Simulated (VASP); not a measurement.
```xyz
1
Lattice="-1.5150 1.5150 1.5150 1.5150 -1.5150 1.5150 1.5150 1.5150 -1.5150" Properties=species:S:1:pos:R:3 pbc="T T T"
V      0.0000     0.0000     0.0000
```

Method: vdW-DF-cx, VASP's PBE PAW potentials (set 64) (plane waves; VASP 6.6.1). Numerical set-up: 520 eV cut-off, 15×15×15 Γ-centred mesh, first-order Methfessel-Paxton smearing of 0.10 eV, potentials V_sv.

Energy and stress use the plane-wave basis of the starting cell.

Q: The ions, cell shape and volume are relaxed. Give the cell that the relaxation ends in.

A: 
```xyz
1
Lattice="-1.4803 1.4803 1.4803 1.4803 -1.4803 1.4803 1.4803 1.4803 -1.4803" Properties=species:S:1:pos:R:3 pbc="T T T"
V      0.0000     2.9605     0.0000
```
Space group Im-3m (229), at a tolerance of 0.03 Å.

Q: How do energy and volume change from the first to the last step?

A: The energy (σ→0) changes by -37.3 meV/atom and the volume by -6.7 %, in 4 ionic steps.

```json
[
 {"step": "1", "E(σ→0) (eV)": "-6.1882", "max force (eV/Å)": "0.000", "pressure (GPa)": "-12.06", "volume (Å³)": "13.91"},
 {"step": "2", "E(σ→0) (eV)": "-6.1631", "max force (eV/Å)": "0.000", "pressure (GPa)": "20.21", "volume (Å³)": "11.91"},
 {"step": "3", "E(σ→0) (eV)": "-6.2255", "max force (eV/Å)": "0.000", "pressure (GPa)": "-0.26", "volume (Å³)": "12.99"},
 {"step": "4", "E(σ→0) (eV)": "-6.2255", "max force (eV/Å)": "0.000", "pressure (GPa)": "0.03", "volume (Å³)": "12.97"}
]
```

The compound is V in the bcc structure. This run relaxes it. Symmetry was kept, so distortions that lower it aren't found. The run is not spin-polarised, so no magnetic state was tried.
